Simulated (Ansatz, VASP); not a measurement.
# Hf (Hafnium) in two plane-wave programs, part 2 of 2

One calculation is typed for both programs; each brings its own data sets. How far apart do they land? The structure shown comes from an earlier Ansatz run, which isn't shown and may have moved the atoms alone.

VASP 6.6.1 and Ansatz 0.2.0.

So far: Starting point; Ansatz: elastic constants, LDA.

### Step 3. VASP: elastic constants, LDA

Level of this step: LDA; plane waves and PAW (Hf_pv) (VASP).

The same cell, functional (in two slightly different forms), mesh and smearing now go to VASP, with its own data sets.

Lines of VASP's logs that name or quote its potential files are left out, and so is its time.

Input file INCAR:

```
SYSTEM = Hf
PREC = Accurate
ENCUT = 500
EDIFF = 1E-08
NELM = 120
ISMEAR = 1
SIGMA = 0.25
LREAL = .FALSE.
ALGO = Normal
GGA = PW92
NBANDS = 16
LASPH = .TRUE.
LORBIT = 11
LWAVE = .FALSE.
LCHARG = .FALSE.
ISIF = 3
IBRION = 6
NFREE = 2
POTIM = 0.015
NSW = 1
GGA_COMPAT = .FALSE.
KPAR = 2
```

Input file POSCAR:

```
Hf
1.0
    3.1197094353      0.0000000000      0.0000000000
   -1.5598547176      2.7017476234      0.0000000000
    0.0000000000      0.0000000000      4.9417274982
Hf
2
Direct
    0.3333333334      0.6666666668      0.2500000000
    0.6666666668      0.3333333334      0.7500000000
```

Input file KPOINTS:

```
Automatic mesh
0
Gamma
15 15 8
0 0 0
```

Potentials, in the order of the species: Hf_pv (LDA family, release 64).

Run with:

```
mpirun -np 2 vasp_std
```

Numbers of over 12 decimals in the logs are rounded to 6 here.

Output:

```text
[banner, memory and clock lines left out]
running    2 mpi-ranks, on    1 nodes
 distrk:  each k-point on    1 cores,    2 groups
 distr:  one band on    1 cores,    1 groups

 POSCAR found type information on POSCAR Hf
 POSCAR found :  1 types and       2 ions
|                                                                             |
|               ----> ADVICE to this user running VASP <----                  |
|                                                                             |
|     You enforced a specific xc type in the INCAR file but a different       |
|     [... a line on the potential file left out ...]
|     I HOPE YOU KNOW WHAT YOU ARE DOING!                                     |
|                                                                             |

 LDA part: xc-table for (Slater(with rela. corr.)+PW92), standard interpolation
 POSCAR, INCAR and KPOINTS ok, starting setup
 FFT: planning ... GRIDC
 FFT: planning ... GRID_SOFT
 FFT: planning ... GRID
 WAVECAR not read
 entering main loop
       N       E                     dE             d eps       ncg     rms          rms(c)
DAV:   1     0.458429755702E+02    0.45843E+02   -0.11424E+04  4336   0.117E+03
DAV:   2    -0.205487225766E+02   -0.66392E+02   -0.64934E+02  5824   0.251E+02
DAV:   3    -0.220555446835E+02   -0.15068E+01   -0.15010E+01  5488   0.259E+01
DAV:   4    -0.220661153862E+02   -0.10571E-01   -0.10569E-01  5488   0.266E+00
DAV:   5    -0.220662361047E+02   -0.12072E-03   -0.12071E-03  5576   0.235E-01    0.682E+01
DAV:   6    -0.215574702433E+02    0.50877E+00   -0.43659E-01  5200   0.439E+00    0.402E+01
DAV:   7    -0.213760373137E+02    0.18143E+00   -0.69649E-01  5296   0.534E+00    0.187E+00
DAV:   8    -0.213676025872E+02    0.84347E-02   -0.42333E-02  5008   0.145E+00    0.336E-01
DAV:   9    -0.213676809580E+02   -0.78371E-04   -0.91586E-04  5808   0.221E-01    0.173E-01
DAV:  10    -0.213676776198E+02    0.33382E-05   -0.43784E-05  5168   0.478E-02    0.195E-01
DAV:  11    -0.213676746396E+02    0.29803E-05   -0.43431E-06  5720   0.139E-02    0.118E-02
DAV:  12    -0.213676746034E+02    0.36139E-07   -0.41379E-07  5096   0.444E-03    0.675E-03
DAV:  13    -0.213676745919E+02    0.11488E-07   -0.23168E-08  4376   0.114E-03    0.107E-03
DAV:  14    -0.213676745921E+02   -0.11732E-09   -0.17516E-09  3072   0.353E-04
   1 F= -.21367675E+02 E0= -.21369070E+02  d E =0.418730E-02
[... from here on, the cycles between the ionic steps are left out ...]
   2 F= -.21361770E+02 E0= -.21363376E+02  d E =0.481636E-02
   3 F= -.21361615E+02 E0= -.21362630E+02  d E =0.304459E-02
   9 F= -.21365698E+02 E0= -.21367006E+02  d E =0.392312E-02
  10 F= -.21366377E+02 E0= -.21367751E+02  d E =0.412262E-02
  11 F= -.21366377E+02 E0= -.21367751E+02  d E =0.412265E-02
  12 F= -.21366376E+02 E0= -.21367746E+02  d E =0.411167E-02
  13 F= -.21366376E+02 E0= -.21367746E+02  d E =0.411169E-02
  14 F= -.21367494E+02 E0= -.21368880E+02  d E =0.415776E-02
  15 F= -.21367494E+02 E0= -.21368880E+02  d E =0.415773E-02
  16 F= -.21367197E+02 E0= -.21368605E+02  d E =0.422498E-02
 Finite differences progress:
  Degree of freedom:   8/  8
  Displacement:        1/  2
  Total:              15/ 16
 bond charge predicted
       N       E                     dE             d eps       ncg     rms          rms(c)
DAV:   1    -0.213575397212E+02    0.96569E-02   -0.25300E+00  6144   0.131E+01    0.909E-01
DAV:   2    -0.213672920789E+02   -0.97524E-02   -0.11339E-01  7128   0.249E+00    0.233E-01
DAV:   3    -0.213672454916E+02    0.46587E-04   -0.92200E-04  8152   0.246E-01    0.970E-02
DAV:   4    -0.213672005068E+02    0.44985E-04   -0.84593E-05  7248   0.767E-02    0.223E-02
DAV:   5    -0.213671969941E+02    0.35127E-05   -0.80530E-06  7680   0.232E-02    0.570E-03
DAV:   6    -0.213671967463E+02    0.24777E-06   -0.71948E-07  7760   0.671E-03    0.205E-03
DAV:   7    -0.213671966579E+02    0.88378E-07   -0.18019E-07  7376   0.348E-03    0.626E-04
DAV:   8    -0.213671966554E+02    0.25238E-08   -0.11333E-08  4616   0.894E-04
  17 F= -.21367197E+02 E0= -.21368605E+02  d E =0.422499E-02
 Finite differences progress:
  Degree of freedom:   8/  8
  Displacement:        2/  2
  Total:              16/ 16
```

OUTCAR, selected parts (step 3):

```text
ion  position               nearest neighbor table
   1  0.333  0.667  0.250-   2 3.06   2 3.06   2 3.06   2 3.06   2 3.06   2 3.06
   2  0.667  0.333  0.750-   1 3.06   1 3.06   1 3.06   1 3.06   1 3.06   1 3.06

  LATTYP: Found a hexagonal cell.
 ALAT       =     3.1197094353
 C/A-ratio  =     1.5840345393

 Subroutine GETGRP returns: Found 24 space group operations
 (whereof 12 operations were pure point group operations)

The static configuration has the point symmetry D_3d.
 The point group associated with its full space group is D_6h.

 Found    135 irreducible k-points:

   k-points           NKPTS =    135   k-points in BZ     NKDIM =    135   number of bands    NBANDS=     16

   dimension x,y,z NGX =    24 NGY =   24 NGZ =   36
   dimension x,y,z NGXF=    48 NGYF=   48 NGZF=   72

   ENCUT  =  500.0 eV  36.75 Ry    6.06 a.u.   5.69  5.69  9.01*2*pi/ulx,y,z

   NELECT =      20.0000    total number of electrons

 k-points in reciprocal lattice and weights: Automatic mesh
   0.00000000  0.00000000  0.00000000       0.001
   0.06666667  0.00000000  0.00000000       0.003
   0.13333333  0.00000000  0.00000000       0.003
   0.20000000  0.00000000  0.00000000       0.003
   0.26666667  0.00000000  0.00000000       0.003
   0.33333333 -0.00000000  0.00000000       0.003
   0.40000000  0.00000000  0.00000000       0.003
   0.46666667 -0.00000000  0.00000000       0.003
   0.06666667  0.06666667  0.00000000       0.003
[...]
0.33333333  0.26666667  0.50000000       0.007
   0.33333333  0.33333333  0.50000000       0.001

 average (electrostatic) potential at core
       1 -36.9515       2 -36.9515

 E-fermi :   5.3293

 k-point     1 :       0.0000    0.0000    0.0000
  band No.  band energies     occupation
    ...
      4     -24.4926      2.00000
      5     -24.4901      2.00000
      6     -24.4901      2.00000
      7      -2.2380      2.00000
      8       1.3762      2.00000
      9       6.3714     -0.00000
     10       6.4323     -0.00000
     11       6.4323     -0.00000
     12       6.7295     -0.00000
     13       7.3205     -0.00000
    ...

 k-point     2 :       0.0667    0.0000    0.0000
  band No.  band energies     occupation
    ...
      4     -24.5246      2.00000
      5     -24.4993      2.00000
      6     -24.4943      2.00000
      7      -2.0898      2.00000
      8       1.5220      2.00000
      9       6.0275     -0.00057
     10       6.1488     -0.00004
     11       6.5713     -0.00000
     12       7.0287     -0.00000
     13       7.1705     -0.00000
    ...

 k-point     3 :       0.1333    0.0000    0.0000
  band No.  band energies     occupation
    ...
      4     -24.6202      2.00000
      5     -24.5196      2.00000
      6     -24.5068      2.00000
      7      -1.6612      2.00000
      8       1.9276      2.00000
      9       5.4439      0.30718
     10       5.5461     -0.01051
     11       6.7453     -0.00000
     12       6.9831     -0.00000
     13       7.4572     -0.00000
    ...

  Total       -0.0040564     -0.0040564     -0.0087662     -0.0000000      0.0000000      0.0000000
  in kB       -0.1560311     -0.1560311     -0.3371984     -0.0000000      0.0000000      0.0000000
  external PRESSURE =      -0.2164202 kB  Pullay stress =       0.0000000 kB

  energy-cutoff  :      500.00
  volume of cell :       41.65
      direct lattice vectors                 reciprocal lattice vectors
     3.119709435  0.000000000  0.000000000     0.320542673  0.185065398  0.000000000
    -1.559854718  2.701747623  0.000000000     0.000000000  0.370130797  0.000000000
     0.000000000  0.000000000  4.941727498     0.000000000  0.000000000  0.202358386

 POSITION                                       TOTAL-FORCE (eV/Angst)
 -----------------------------------------------------------------------------------
      0.00000      1.80117      1.22043        -0.000000     -0.000000      0.063998
      1.55985      0.90058      3.70630         0.000000      0.000000     -0.063998
 -----------------------------------------------------------------------------------
    total drift:                               -0.000000     -0.000000     -0.000886

  FREE ENERGIE OF THE ION-ELECTRON SYSTEM (eV)
  ---------------------------------------------------
  free  energy   TOTEN  =       -21.3671966554 eV

  energy  without entropy=      -21.3714216439  energy(sigma->0) =      -21.36860498

  SYMMETRIZED ELASTIC MODULI (kBar)
 Direction    XX          YY          ZZ          XY          YZ          ZX
 --------------------------------------------------------------------------------
 XX        2043.1796    696.3618    819.2689      0.0000     -0.0000      0.0000
 YY         696.3618   2043.1796    819.2689      0.0000      0.0000      0.0000
 ZZ         819.2689    819.2689   2181.8674      0.0000     -0.0000      0.0000
 XY           0.0000      0.0000      0.0000    673.4089      0.0000     -0.0000
 YZ           0.0000      0.0000     -0.0000     -0.0000    443.7998      0.0000
 ZX           0.0000      0.0000      0.0000     -0.0000      0.0000    443.7998
 --------------------------------------------------------------------------------

 Eigenvectors and eigenvalues of the dynamical matrix
 ----------------------------------------------------

   1 f  =    3.418497 THz    21.479051 2PiTHz  114.028793 cm-1    14.137762 meV
             X         Y         Z           dx          dy          dz
      0.000000  1.801165  1.235432     0.000000    0.000000   -0.707107
      1.559855  0.900583  3.706296    -0.000000    0.000000    0.707107

   2 f  =    2.106017 THz    13.232498 2PiTHz   70.249180 cm-1     8.709784 meV
             X         Y         Z           dx          dy          dz
      0.000000  1.801165  1.235432     0.478644    0.520480    0.000000
      1.559855  0.900583  3.706296    -0.478644   -0.520480    0.000000

   3 f  =    2.106017 THz    13.232498 2PiTHz   70.249180 cm-1     8.709784 meV
             X         Y         Z           dx          dy          dz
      0.000000  1.801165  1.235432     0.520480   -0.478644   -0.000000
      1.559855  0.900583  3.706296    -0.520480    0.478644   -0.000000

   4 f/i=    0.000000 THz     0.000000 2PiTHz    0.000001 cm-1     0.000000 meV
             X         Y         Z           dx          dy          dz
      0.000000  1.801165  1.235432    -0.494736   -0.503906   -0.036266
      1.559855  0.900583  3.706296    -0.494736   -0.503906   -0.036266

   5 f/i=    0.000000 THz     0.000000 2PiTHz    0.000001 cm-1     0.000000 meV
             X         Y         Z           dx          dy          dz
      0.000000  1.801165  1.235432     0.504786   -0.490968   -0.064361
      1.559855  0.900583  3.706296     0.504786   -0.490968   -0.064361

   6 f/i=    0.000000 THz     0.000000 2PiTHz    0.000001 cm-1     0.000000 meV
             X         Y         Z           dx          dy          dz
      0.000000  1.801165  1.235432     0.020685   -0.070920    0.703237
      1.559855  0.900583  3.706296     0.020685   -0.070920    0.703237

 ELASTIC MODULI CONTR FROM IONIC RELAXATION (kBar)
 Direction    XX          YY          ZZ          XY          YZ          ZX
 --------------------------------------------------------------------------------
 XX        -126.5867    126.5867      0.0000     -0.0000      0.0000     -0.0000
 YY         126.5867   -126.5867     -0.0000     -0.0000      0.0000     -0.0000
 ZZ           0.0000     -0.0000     -0.0000      0.0000     -0.0000      0.0000
 XY          -0.0000     -0.0000      0.0000   -126.5867      0.0000     -0.0000
 YZ           0.0000      0.0000     -0.0000      0.0000     -0.0000      0.0000
 ZX          -0.0000     -0.0000      0.0000     -0.0000      0.0000     -0.0000
 --------------------------------------------------------------------------------

 TOTAL ELASTIC MODULI (kBar)
 Direction    XX          YY          ZZ          XY          YZ          ZX
 --------------------------------------------------------------------------------
 XX        1916.5929    822.9484    819.2689      0.0000     -0.0000     -0.0000
 YY         822.9484   1916.5929    819.2689      0.0000      0.0000     -0.0000
 ZZ         819.2689    819.2689   2181.8674      0.0000     -0.0000      0.0000
 XY           0.0000      0.0000      0.0000    546.8222      0.0000     -0.0000
 YZ           0.0000      0.0000     -0.0000     -0.0000    443.7998      0.0000
 ZX          -0.0000     -0.0000      0.0000     -0.0000      0.0000    443.7998
 --------------------------------------------------------------------------------

 total charge
# of ion       s       p       d       tot
------------------------------------------
    1        0.414   6.407   1.675   8.496
    2        0.414   6.407   1.675   8.496
--------------------------------------------------
tot          0.827  12.815   3.350  16.992

[... 3 further parts left out ...]
```

The last energy, forces, stress and levels in OUTCAR belong to the last displaced cell, not to the cell of POSCAR. Harder data sets than Hf_pv exist (the GW ones), and pressures, volumes and forces can shift noticeably with them.

Levels, forces or a CONTCAR printed for this step are those of its last displaced cell, not of the structure at rest.

### Step 4. Differences

Known differences besides the potentials themselves: the data sets hold 52 valence electrons in Ansatz (on its default PAW (the set named soft_2) files) and 20 in VASP; the cutoff is 420 eV in Ansatz and 500 eV in VASP; VASP's log shows a relativistic correction to its local exchange, Ansatz's none; VASP takes each elastic constant from one size of strain, Ansatz from those that its log lists. Total energies have different zeros and are not compared.

Compared:

| quantity | Ansatz | VASP | difference |
| --- | --- | --- | --- |
| C11 (GPa) | 191.4 | 191.7 | -0.15 % |
| C22 (GPa) | 191.4 | 191.7 | -0.15 % |
| C33 (GPa) | 217.2 | 218.2 | -0.44 % |
| C12 (GPa) | 81.4 | 82.3 | -1.07 % |
| C13 (GPa) | 81.1 | 81.9 | -1.03 % |
| C23 (GPa) | 81.1 | 81.9 | -1.03 % |
| C44 (GPa) | 45.4 | 44.4 | +2.20 % |
| C55 (GPa) | 45.4 | 44.4 | +2.20 % |
| C66 (GPa) | 55.0 | 54.7 | +0.55 % |

### Step 5. Summary of results

```
difference in C44 (elastic constants, LDA) : 2.2 %
```

**Reading.** The difference in C44 is 2.2 % (elastic constants, LDA), within the 5 % picked in this series as the mark of a large difference. The data sets hold unlike numbers of valence electrons (52 in Ansatz and 20 in VASP), so part of the differences comes from the potentials. How closely two codes agree says nothing of how well the functional describes the real material.

[Lines on the potential files, build, host, timing and source positions are cut from VASP's logs without a mark.]

[Logs are printed without paths, hosts, clocks, repeated set-up lines and the standing remarks that a program may print on its own settings, such as how far it seeks lower states.]

[Hosts, paths, dates, database ids (printed as entryN), source tags and the programs' standing remarks are cut or masked in the printed files.]
